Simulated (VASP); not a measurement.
Energy against volume of NiO (rock salt, AFM-II order). Method: rev-vdW-DF2, VASP's PBE PAW potentials (set 64) (plane waves; VASP). Settings: 520 eV cut-off, 9×9×9 Γ-centred mesh, Gaussian smearing of 0.050 eV, potentials Ni O.

```json
[
 {"V (Å³/atom)": "8.704", "E (eV/atom)": "-4.06079"},
 {"V (Å³/atom)": "8.973", "E (eV/atom)": "-4.06668"},
 {"V (Å³/atom)": "9.242", "E (eV/atom)": "-4.06202"},
 {"V (Å³/atom)": "9.511", "E (eV/atom)": "-4.04850"}
]
```

Problem. Fit these four points and predict the energy of the run at 8.434 Å³/atom.

Solution. A cubic in V^(−2/3), the third-order Birch-Murnaghan form, passes through the four points with V0 = 8.98 Å³/atom and B0 = 208 GPa, and gives -4.0423 eV/atom there. The run gave -4.0425 eV/atom, -0.2 meV/atom from the fit; all five points give B0 = 207 GPa.

The compound is NiO in the rock salt, AFM-II order structure. It was relaxed first.
